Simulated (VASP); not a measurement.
Calculation: PBEsol GGA, VASP's PBE PAW potentials (set 64) (plane waves; VASP).

A VASP calculation is set up with these files.

### POSCAR
```
Ca
1
   -0.0000000000     2.4399417597     2.4399417597
    2.4399417597     0.0000000000     2.4399417597
    2.4399417597     2.4399417597    -0.0000000000
Ca
1
Direct
  0.0000000000   0.0000000000   0.0000000000
```

**KPOINTS**
```
Regular mesh
0
G
13 13 13
```

INCAR:
```
# general
SYSTEM   =  Ca
PREC     =  Accurate
ENCUT    =  500
LREAL    =  F
LASPH    =  T

# electronic loop
EDIFF    =  1E-6
NELM     =  100
ALGO     =  Normal

# smearing
ISMEAR   =  1
SIGMA    =  0.1

# functional
GGA      =  PS

# ions
IBRION   =  2
NSW      =  40
ISIF     =  3
EDIFFG   =  -0.02
PSTRESS  =  100

# output
LWAVE    =  F
LCHARG   =  F
```

POTCAR, in this order: Ca_sv (PBE.64 set). Program: vasp_std.

The resulting files:

OSZICAR:
```
       N       E                     dE             d eps       ncg     rms          rms(c)
DAV:   1     0.613130482013E+02    0.61313E+02   -0.53029E+03  1512   0.104E+03
DAV:   2    -0.650993129385E+00   -0.61964E+02   -0.61664E+02  1573   0.234E+02
DAV:   3    -0.183656518884E+01   -0.11856E+01   -0.11746E+01  2278   0.336E+01
DAV:   4    -0.187826050889E+01   -0.41695E-01   -0.41675E-01  2067   0.442E+00
DAV:   5    -0.187905980052E+01   -0.79929E-03   -0.79913E-03  2470   0.433E-01    0.193E+00
DAV:   6    -0.185802827111E+01    0.21032E-01   -0.87232E-03  2239   0.117E+00    0.112E+00
DAV:   7    -0.184794466646E+01    0.10084E-01   -0.14695E-02  2313   0.148E+00    0.102E-01
DAV:   8    -0.184787712606E+01    0.67540E-04   -0.53067E-04  1724   0.247E-01    0.244E-02
DAV:   9    -0.184787808064E+01   -0.95458E-06   -0.42012E-05  2276   0.582E-02    0.955E-03
DAV:  10    -0.184787833351E+01   -0.25287E-06   -0.43231E-06  1741   0.242E-02
   1 F= -.34627886E-01 E0= -.35126556E-01  d E =-.346279E-01
```

File OUTCAR:
```
------------------------ aborting loop because EDIFF is reached ----------------------------------------
  FORCE on cell =-STRESS in cart. coord.  units (eV):
  Direction    XX          YY          ZZ          XY          YZ          ZX
  --------------------------------------------------------------------------------------
  Total        1.8051391      1.8051391      1.8051391     -0.0000000     -0.0000000     -0.0000000
  in kB       99.5526648     99.5526648     99.5526648     -0.0000000     -0.0000000     -0.0000000
  external PRESSURE =      -0.4473352 kB  Pullay stress =     100.0000000 kB
  volume of cell :       29.05
      direct lattice vectors                 reciprocal lattice vectors
     0.000000000  2.439941760  2.439941760    -0.204922924  0.204922924  0.204922924
     2.439941760  0.000000000  2.439941760     0.204922924 -0.204922924  0.204922924
     2.439941760  2.439941760  0.000000000     0.204922924  0.204922924 -0.204922924
 POSITION                                       TOTAL-FORCE (eV/Angst)
 -----------------------------------------------------------------------------------
      0.00000      0.00000      0.00000         0.000000      0.000000      0.000000
 -----------------------------------------------------------------------------------
    total drift:                               -0.000000     -0.000000     -0.000000
  FREE ENERGIE OF THE ION-ELECTRON SYSTEM (eV)
  ---------------------------------------------------
  free  energy   TOTEN  =        -1.8478783335 eV

  energy  without entropy=       -1.8493743442  energy(sigma->0) =       -1.84837700
  enthalpy is  TOTEN    =        -0.0346278856 eV   P V=        1.8132504479

 reached required accuracy - stopping structural energy minimisation
```
(Selected blocks of OUTCAR.)

The compound is Ca in the fcc structure. It was relaxed first under an external pressure of 10 GPa.
